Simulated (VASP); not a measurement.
Level of theory: PBE GGA, VASP's PBE PAW potentials (set 64) (plane waves; VASP 6.6.1).

Input for VASP

### INCAR
```
ALGO=Normal
EDIFF=1E-6
ENCUT=300
GGA=PE
ISIF=2
ISMEAR=-1
LASPH=.TRUE.
LCHARG=.FALSE.
LMAXMIX=6
LREAL=.FALSE.
LWAVE=.FALSE.
NELM=100
PREC=Accurate
SIGMA=0.05
SYSTEM=Si2W
```

File KPOINTS:
```
Automatic mesh
0
Gamma
3 3 3
0 0 0
```

POSCAR:
```
Si2W
1
   -1.6073650000     1.6073650000     3.9010300000
    1.6073650000    -1.6073650000     3.9010300000
    1.6073650000     1.6073650000    -3.9010300000
Si W
2 1
Direct
  0.3349900000   0.3349900000   0.0000000000
  0.6650100000   0.6650100000   0.0000000000
  0.0000000000   0.0000000000   0.0000000000
```

POTCAR, in this order: Si W_sv (PBE.64 set). Program: vasp_std.

Output of the run:

**OUTCAR**
```
 ion  position               nearest neighbor table
   1  0.335  0.335  0.000-   2 2.57   3 2.61   3 2.61   3 2.61   3 2.61   3 2.61   2 2.63   2 2.63
                             2 2.63   2 2.63
   2  0.665  0.665  0.000-   1 2.57   3 2.61   3 2.61   3 2.61   3 2.61   3 2.61   1 2.63   1 2.63
                             1 2.63   1 2.63
   3  0.000  0.000  0.000-   1 2.61   2 2.61   2 2.61   2 2.61   2 2.61   1 2.61   1 2.61   1 2.61
                             1 2.61   2 2.61
  LATTYP: Found a body centered tetragonal cell.
 ALAT       =     3.2147300000
 C/A-ratio  =     2.4269720941
 Subroutine PRICEL returns:
 Original cell was already a primitive cell.
 Subroutine GETGRP returns: Found 16 space group operations
The static configuration has the point symmetry D_4h.
The dynamic configuration has the point symmetry D_4h.
 Subroutine INISYM returns: Found 16 space group operations
 Subroutine IBZKPT returns following result:
 Found      6 irreducible k-points:

 Following reciprocal coordinates:
            Coordinates               Weight
  0.000000  0.000000  0.000000      1.000000
  0.333333  0.000000  0.000000      8.000000
  0.333333  0.333333  0.000000      8.000000
 -0.333333  0.333333  0.000000      4.000000
 -0.333333  0.333333  0.333333      4.000000
 -0.333333 -0.333333  0.333333      2.000000
   k-points           NKPTS =      6   k-points in BZ     NKDIM =      6   number of bands    NBANDS=     15
   number of dos      NEDOS =    301   number of ions     NIONS =      3
   total plane-waves  NPLWV =  21952
   dimension x,y,z NGX =    28 NGY =   28 NGZ =   28
   dimension x,y,z NGXF=    56 NGYF=   56 NGZF=   56
   ions per type =               2   1
   PREC   = accura    normal or accurate (medium, high low for compatibility)
   ISTART =      0    job   : 0-new  1-cont  2-samecut
   ICHARG =      2    charge: 1-file 2-atom 10-const
   ISPIN  =      1    spin polarized calculation?
   LNONCOLLINEAR =      F non collinear calculations
   LSORBIT =      F    spin-orbit coupling
   INIWAV =      1    electr: 0-lowe 1-rand  2-diag
...
```

File OSZICAR:
```
       N       E                     dE             d eps       ncg     rms          rms(c)
DAV:   1     0.878840565008E+02    0.87884E+02   -0.86338E+03   180   0.101E+03
DAV:   2    -0.232497977377E+02   -0.11113E+03   -0.10893E+03   236   0.272E+02
DAV:   3    -0.252161561080E+02   -0.19664E+01   -0.19643E+01   222   0.379E+01
DAV:   4    -0.252296137642E+02   -0.13458E-01   -0.13457E-01   208   0.344E+00
DAV:   5    -0.252297951927E+02   -0.18143E-03   -0.18143E-03   229   0.366E-01    0.254E+01
DAV:   6    -0.244896302766E+02    0.74016E+00   -0.48540E+00   194   0.157E+01    0.894E+00
DAV:   7    -0.244142605010E+02    0.75370E-01   -0.43561E-01   194   0.374E+00    0.512E+00
DAV:   8    -0.243831721046E+02    0.31088E-01   -0.10379E-01   194   0.267E+00    0.304E-01
DAV:   9    -0.243826028706E+02    0.56923E-03   -0.29595E-03   222   0.483E-01    0.195E-01
DAV:  10    -0.243825292036E+02    0.73667E-04   -0.32679E-04   215   0.157E-01    0.400E-02
DAV:  11    -0.243825204067E+02    0.87969E-05   -0.46698E-05   250   0.586E-02    0.314E-02
DAV:  12    -0.243825204434E+02   -0.36672E-07   -0.36187E-06   187   0.131E-02
   1 F= -.24382520E+02 E0= -.24371325E+02  d E =-.223906E-01
```

OUTCAR:
```
------------------------ aborting loop because EDIFF is reached ----------------------------------------
  FORCE on cell =-STRESS in cart. coord.  units (eV):
  Direction    XX          YY          ZZ          XY          YZ          ZX
  --------------------------------------------------------------------------------------
  Total        1.2422217      1.2422217      2.3806713      0.0000000      0.0000000     -0.0000000
  in kB       49.3675294     49.3675294     94.6110206      0.0000000      0.0000000     -0.0000000
  external PRESSURE =      64.4486932 kB  Pullay stress =       0.0000000 kB
  volume of cell :       40.32
      direct lattice vectors                 reciprocal lattice vectors
    -1.607365000  1.607365000  3.901030000     0.000000000  0.311068115  0.128171278
     1.607365000 -1.607365000  3.901030000     0.311068115  0.000000000  0.128171278
     1.607365000  1.607365000 -3.901030000     0.311068115  0.311068115  0.000000000
 POSITION                                       TOTAL-FORCE (eV/Angst)
 -----------------------------------------------------------------------------------
      0.00000      0.00000      2.61361        -0.000000     -0.000000     -0.549684
      0.00000      0.00000      5.18845        -0.000000     -0.000000      0.549684
      0.00000      0.00000      0.00000         0.000000      0.000000      0.000000
 -----------------------------------------------------------------------------------
    total drift:                               -0.000000      0.000000      0.000000
  FREE ENERGIE OF THE ION-ELECTRON SYSTEM (eV)
  ---------------------------------------------------
  free  energy   TOTEN  =       -24.3825204434 eV

  energy  without entropy=      -24.3601298155  energy(sigma->0) =      -24.37132513
```
(Selected blocks of OUTCAR.)

At this cut-off the stress carries a Pulay error, which pulls relaxed volumes low.

The structure comes from a computed database's Si2W entry (I4/mmm); how it stands against other phases isn't given here. The cell was not relaxed at this level. The k-mesh is coarse (spacing up to 0.92 per Å, 2π included), so the numbers may not be converged in it. The run is one of a series of settings (KPOINTS 3×3×3 Γ-centred mesh against the base run), some of them coarse on purpose.
